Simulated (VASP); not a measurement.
Consider the following.

```
CELL_PARAMETERS angstrom
      1.54086    -2.66885     0.00000
      1.54086     2.66885     0.00000
      0.00000     0.00000     3.50473
ATOMIC_POSITIONS crystal
  Mg 0.00000 0.00000 0.00000
  B  0.33333 0.66667 0.50000
  B  0.66667 0.33333 0.50000
```

Level of theory: PW91 GGA, VASP's PBE PAW potentials (set 64) (plane waves; VASP). Run with 520 eV cut-off, 13×13×10 Γ-centred mesh, tetrahedra with Blöchl corrections, potentials Mg B.

The cores are frozen, which limits the accuracy of field gradients.

Give the principal components of the electric field gradient (V/Å²) and the asymmetry η at each nucleus.

| atom | Vxx | Vyy | Vzz | η |
|---|---|---|---|---|
| Mg1 | 0.3 | 0.3 | -0.5 | 0.00 |
| B2 | -9.9 | -9.9 | 19.9 | 0.00 |
| B3 | -9.9 | -9.9 | 19.9 | 0.00 |

The compound is MgB2 in the AlB2 type structure. It was relaxed first.
